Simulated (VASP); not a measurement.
Crystal: SiSe.

```
CELL_PARAMETERS angstrom
3.59520 0.00000 0.00000
-1.79760 3.11353 0.00000
0.00000 0.00000 3.59873
ATOMIC_POSITIONS crystal
Si 0.66667 0.33333 0.50000
Se 0.00000 0.00000 0.00000
```

The cell was built by a generator and needn't be a form met in nature.

| Item | Value |
| --- | --- |
| Program | VASP 6.6.1 |
| Task | relaxation of cell and atoms |
| Functional | RPBE |
| Dispersion | D4 |
| Potentials or basis | VASP PAW PBE potentials, release 64 (Si, Se) |
| Cutoff | 600 eV |
| k mesh | 9 × 9 × 7 |
| Occupations | fermi-dirac, width 0.05 eV |
| Spin | no spin polarisation |

At the start: pressure -0.2 GPa; volume 20.14 Å³/atom.

Task: Where does the relaxation end?

Result: Over 15 steps the energy falls by 66.3 meV/atom and the volume is 21.19 Å³/atom (+5.2 %); space group P-6m2 (No. 187, to 0.05 Å).

The path:
```tsv
step	energy change (eV)	largest force (eV/Å)	pressure (GPa)	volume (Å³)
1	0.0000	0.0000	-0.18	40.28
2	-0.0091	0.0000	0.53	40.14
3	-0.0118	0.0000	1.59	39.98
4	-0.0497	0.0000	12.50	40.71
5	-0.0381	0.0000	-9.97	42.92
6	-0.1200	0.0000	0.99	41.73
7	-0.1200	0.0000	2.05	41.67
8	-0.0997	0.0000	-7.19	42.53
9	-0.1206	0.0000	0.28	41.79
10	-0.1239	0.0000	0.16	41.88
11	-0.1304	0.0000	-0.21	42.16
12	-0.1303	0.0000	-1.03	42.70
13	-0.1325	0.0000	-0.58	42.42
14	-0.1304	0.0000	3.20	42.19
15	-0.1326	0.0000	0.01	42.38
```

Final structure:
```cif
data_structure
_symmetry_space_group_name_H-M 'P 1'
_symmetry_Int_Tables_number 1
_cell_length_a 3.6069
_cell_length_b 3.6069
_cell_length_c 3.7619
_cell_angle_alpha 90.000
_cell_angle_beta 90.000
_cell_angle_gamma 120.000
_cell_volume 42.38
loop_
_atom_site_label
_atom_site_type_symbol
_atom_site_fract_x
_atom_site_fract_y
_atom_site_fract_z
_atom_site_occupancy
Si1 Si 0.66667 0.33333 0.50000 1
Se1 Se 0.00000 0.00000 0.00000 1
```

Caveat: the PAW data sets were made with another functional, which shifts forces and pressure a little; pairwise dispersion overbinds metals, which lowers pressure and volume.
